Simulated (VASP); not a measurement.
# NbVTe4 (I4/mmm) in VASP: relaxation of cell and atoms with PBE

Aim: the relaxation of cell and atoms of NbVTe4 with PBE.

All numbers are computed with VASP 6.6.1; they aren't measurements. Logs are shortened: lines on timing, memory, paths and dates and some standing lists are left out, and cuts for length are marked.

## (1) The crystal as given

Symmetry: I4/mmm, No. 139, tetragonal system. The conventional cell has a = 5.304 Å, b = 5.304 Å, c = 11.409 Å, α = 90.00°, β = 90.00°, γ = 90.00°. Nb (site symmetry 4/mmm) has 8 Te at 3.08 Å as nearest neighbours. V (site symmetry 4/mmm) is surrounded by 8 Te at 3.08 Å. Te (site symmetry 2mm) has 1 Te at 2.59 Å as nearest neighbours.

The cell was built by a generator and needn't be a form met in nature.

## (2) Relaxation of cell and atoms, PBE, collinear spin, ferromagnetic start

The input, INCAR:

```
ALGO = Fast
EDIFF = 1E-4
EDIFFG = -0.08
ENCUT = 520
GGA = PE
IBRION = 2
ISIF = 3
ISMEAR = 0
ISPIN = 2
KPAR = 2
LASPH = True
LCHARG = False
LMAXMIX = 4
LORBIT = 11
LREAL = False
LWAVE = False
MAGMOM = 0 2 0 0 0 0
NELM = 60
NSW = 24
PREC = Normal
SIGMA = 0.15
```

The input, KPOINTS:

```
k-points
0
Gamma
  4 4 4
```

The input, POSCAR:

```
NbVTe4
1.0
   -2.6522417400      2.6522417400      5.7047195400
    2.6522417400     -2.6522417400      5.7047195400
    2.6522417400      2.6522417400     -5.7047195400
Nb V Te
1 1 4
Direct
    0.5000000000      0.5000000000      0.0000000000
    0.0000000000      0.0000000000      0.0000000000
    0.1364575100      0.6364575100      0.5000000000
    0.6364575100      0.1364575100      0.5000000000
    0.8635424900      0.3635424900      0.5000000000
    0.3635424900      0.8635424900      0.5000000000
```

Potentials or basis: VASP PAW PBE potentials, release 64 (Nb_sv, V_sv, Te).

Command:

```
> cat potpaw_PBE.64/Nb_sv/POTCAR potpaw_PBE.64/V_sv/POTCAR potpaw_PBE.64/Te/POTCAR > POTCAR
> mpirun -np 2 vasp_std > vasp.out
```

OUTCAR:

```text
EDIFF = 1E-4
   EDIFFG = -0.08
   ENCUT = 520
   GGA = PE
   IBRION = 2
   ISIF = 3
   ISMEAR = 0
   ISPIN = 2
   LASPH = True
   LORBIT = 11
   LREAL = False
   NELM = 60
   NSW = 24
   PREC = Normal

 ion  position               nearest neighbor table
   1  0.500  0.500  0.000-   3 3.08   4 3.08   6 3.08   5 3.08   3 3.08   4 3.08   5 3.08   6 3.08

   2  0.000  0.000  0.000-   4 3.08   3 3.08   5 3.08   6 3.08   3 3.08   4 3.08   5 3.08   6 3.08

   3  0.136  0.636  0.500-   6 2.59   2 3.08   1 3.08   2 3.08   1 3.08   5 3.11
   4  0.636  0.136  0.500-   5 2.59   1 3.08   2 3.08   2 3.08   1 3.08   6 3.11
   5  0.864  0.364  0.500-   4 2.59   2 3.08   1 3.08   1 3.08   2 3.08   3 3.11
   6  0.364  0.864  0.500-   3 2.59   1 3.08   2 3.08   1 3.08   2 3.08   4 3.11

  LATTYP: Found a body centered tetragonal cell.
 ALAT       =     5.3044834800
 C/A-ratio  =     2.1509048191

  Lattice vectors:

 A1 = (  -2.6522417400,   2.6522417400,   5.7047195400)
 A2 = (   2.6522417400,  -2.6522417400,   5.7047195400)
 A3 = (   2.6522417400,   2.6522417400,  -5.7047195400)

Analysis of symmetry for initial positions (statically):
=====================================================================
 Subroutine PRICEL returns:
 Original cell was already a primitive cell.

 Routine SETGRP: Setting up the symmetry group for a
 body centered tetragonal supercell.

 Subroutine GETGRP returns: Found 16 space group operations
 (whereof 16 operations were pure point group operations)
 out of a pool of 16 trial point group operations.

The static configuration has the point symmetry D_4h.

Analysis of symmetry for dynamics (positions and initial velocities):
=====================================================================
 Subroutine PRICEL returns:
 Original cell was already a primitive cell.

 Routine SETGRP: Setting up the symmetry group for a
 body centered tetragonal supercell.

 Subroutine GETGRP returns: Found 16 space group operations
 (whereof 16 operations were pure point group operations)
 out of a pool of 16 trial point group operations.

The dynamic configuration has the point symmetry D_4h.

Analysis of structural, dynamic, and magnetic symmetry:
=====================================================================
 Subroutine PRICEL returns:
 Original cell was already a primitive cell.

 Routine SETGRP: Setting up the symmetry group for a
 body centered tetragonal supercell.

 Subroutine GETGRP returns: Found 16 space group operations
 (whereof 16 operations were pure point group operations)
 out of a pool of 16 trial point group operations.

[... 135 lines left out ...]

--------------------------------------- Ionic step        1  -------------------------------------------

 number of electron      49.9999999 magnetization       0.6268655

 Free energy of the ion-electron system (eV)
  ---------------------------------------------------
  ext. energy  EPLUGINS =         0.00000000
  ---------------------------------------------------
  free energy    TOTEN  =       -30.15753812 eV

  energy without entropy =      -30.11151769  energy(sigma->0) =      -30.13452791

------------------------ aborting loop because EDIFF is reached ----------------------------------------

  FORCE on cell =-STRESS in cart. coord.  units (eV):
  Direction    XX          YY          ZZ          XY          YZ          ZX
  --------------------------------------------------------------------------------------
  -------------------------------------------------------------------------------------
  Total       -5.8966881     -5.8966881     18.6482740      0.0000000      0.0000000      0.0000000
  in kB      -58.8570160    -58.8570160    186.1352911      0.0000000      0.0000000      0.0000000
  external PRESSURE =      22.8070864 kB  Pullay stress =       0.0000000 kB
[... 101 lines left out ...]
  FREE ENERGIE OF THE ION-ELECTRON SYSTEM (eV)
  ---------------------------------------------------
  free  energy   TOTEN  =       -32.5011330808 eV

  energy  without entropy=      -32.4633851437  energy(sigma->0) =      -32.48225911

[... ionic steps 4 to 7 ...]

--------------------------------------- Ionic step        8  -------------------------------------------

 number of electron      49.9999992 magnetization       0.5191247

------------------------ aborting loop because EDIFF is reached ----------------------------------------
[... 75 lines left out ...]
--------------------------------------- Ionic step       10  -------------------------------------------

 number of electron      50.0000024 magnetization       0.4886863

 Free energy of the ion-electron system (eV)
  ---------------------------------------------------
  ext. energy  EPLUGINS =         0.00000000
  ---------------------------------------------------
  free energy    TOTEN  =       -32.89896923 eV

  energy without entropy =      -32.84678586  energy(sigma->0) =      -32.87287755

 E-fermi :   6.3169     XC(G=0):  -9.3000

 val. band max:        6.2847653170   @ k =  -0.2500   0.2500   0.0000
 cond. band min:       6.3451412533   @ k =   0.2500   0.0000  -0.0000
 fundamental gap:      0.0603759363
 Fermi energy:         6.3169001324

 spin component 1

 k-point     1 :       0.0000    0.0000    0.0000
  band No.  band energies     occupation
      1     -58.2735      1.00000
      2     -48.5322      1.00000
      3     -32.1675      1.00000
      4     -32.1194      1.00000
      5     -32.1194      1.00000
      6     -24.6201      1.00000
[... 431 lines left out ...]
     30       8.3007      0.00000
     31       9.9421      0.00000
 Fermi energy:         6.3169001324

 spin component 2

 k-point     1 :       0.0000    0.0000    0.0000
  band No.  band energies     occupation
      1     -57.2841      1.00000
      2     -48.7881      1.00000
      3     -31.2423      1.00000
      4     -31.2423      1.00000
      5     -30.9801      1.00000
      6     -24.9333      1.00000
[... 464 lines left out ...]
  FREE ENERGIE OF THE ION-ELECTRON SYSTEM (eV)
  ---------------------------------------------------
  free  energy   TOTEN  =       -32.8989692285 eV

  energy  without entropy=      -32.8467858625  energy(sigma->0) =      -32.87287755

 reached required accuracy - stopping structural energy minimisation

 total charge

# of ion       s       p       d       tot
------------------------------------------
    1        2.135   5.983   2.508  10.625
    2        2.182   6.118   3.065  11.365
    3        1.404   1.919   0.057   3.380
    4        1.404   1.919   0.057   3.380
    5        1.404   1.919   0.057   3.380
    6        1.404   1.919   0.057   3.380
--------------------------------------------------
tot          9.933  19.777   5.803  35.513

 magnetization (x)

# of ion       s       p       d       tot
------------------------------------------
    1       -0.007  -0.005  -0.374  -0.386
    2        0.013   0.010   0.988   1.011
    3       -0.001  -0.021  -0.000  -0.022
    4       -0.001  -0.021  -0.000  -0.022
    5       -0.001  -0.021  -0.000  -0.022
    6       -0.001  -0.021  -0.000  -0.022
--------------------------------------------------
tot          0.003  -0.077   0.613   0.538
```

OSZICAR:

```text
N       E                     dE             d eps       ncg     rms          rms(c)
DAV:   1     0.425861585338E+03    0.42586E+03   -0.22925E+04  1796   0.146E+03
DAV:   2     0.105095314225E+02   -0.41535E+03   -0.40177E+03  1886   0.416E+02
DAV:   3    -0.292297972419E+02   -0.39739E+02   -0.38171E+02  2626   0.109E+02
[... 156 lines left out ...]
RMM:   4    -0.328980373182E+02    0.21712E-01   -0.63297E-02  1818   0.158E+00    0.387E-01
RMM:   5    -0.328980946146E+02   -0.57296E-04   -0.21108E-02  1937   0.790E-01    0.327E-01
RMM:   6    -0.328987068032E+02   -0.61219E-03   -0.58109E-03  2040   0.396E-01    0.197E-01
RMM:   7    -0.328988780881E+02   -0.17128E-03   -0.21676E-03  1810   0.207E-01    0.940E-02
RMM:   8    -0.328989692285E+02   -0.91140E-04   -0.82937E-04  1360   0.130E-01
  10 F= -.32898969E+02 E0= -.32872878E+02  d E =-.892372E-02  mag=     0.4873
```

Run time: 12 min. Hardware: 2 MPI ranks of Intel Xeon Platinum 8259CL at 2.50GHz (Skylake/Cascade Lake), shared host; peak memory 0.35 GiB.

Results:

* Free energy: -32.8990 eV
* Relaxed volume: 29.06 Å³/atom
* Relaxed cell: a = 8.533 Å, b = 8.533 Å, c = 8.533 Å, α = 147.95°, β = 147.95°, γ = 45.96°
* Space group after relaxing (to 0.05 Å): I4/mmm (No. 139)
* Energy gained by relaxing: 456.9 meV/atom
* Ionic steps: 10
* Pressure after relaxing: 0.1 GPa
* Largest force after relaxing: 0.024 eV/Å
* Band gap on the k mesh: none (metal or under the smearing width)
* Net moment: 0.49 μB per cell
* Site moments: Nb -0.39; V +1.01; Te -0.02 μB
* Valence electrons inside the program's atomic spheres: Nb 10.62; V 11.37; Te 3.38

Forces in eV/Å, atoms in the order of the input:
```
Nb   0.000  0.000  0.000
V    0.000  0.000  0.000
Te   0.000  0.000  0.024
Te   0.000  0.000  0.024
Te   0.000  0.000 -0.024
Te   0.000  0.000 -0.024
```

Step by step:
```tsv
step	energy change (eV)	largest force (eV/Å)	pressure (GPa)	volume (Å³)
1	0.0000	3.4315	2.28	160.52
2	-2.2966	0.3525	-3.53	167.50
3	-2.3436	0.2767	-3.38	167.97
4	-2.4157	0.1320	-2.99	168.83
5	-2.5619	0.2215	-1.85	170.17
6	-2.6330	0.7253	2.93	171.44
7	-2.6676	0.6349	1.70	171.32
8	-2.6899	0.3098	-2.16	181.24
9	-2.7325	0.0891	-0.64	176.64
10	-2.7414	0.0244	0.13	174.37
```

Final structure:
```
CELL_PARAMETERS angstrom
-2.35560 2.35560 7.85633
2.35560 -2.35560 7.85633
2.35560 2.35560 -7.85633
ATOMIC_POSITIONS crystal
Nb 0.50000 0.50000 0.00000
V 0.00000 0.00000 0.00000
Te 0.10838 0.60838 0.50000
Te 0.60838 0.10838 0.50000
Te 0.89162 0.39162 0.50000
Te 0.39162 0.89162 0.50000
```

Caveat: the k mesh is coarse (spacing up to 0.42 Å⁻¹), so the values aren't converged; the relaxation stopped at a loose force limit of 0.08 eV/Å, so its end isn't a converged minimum.
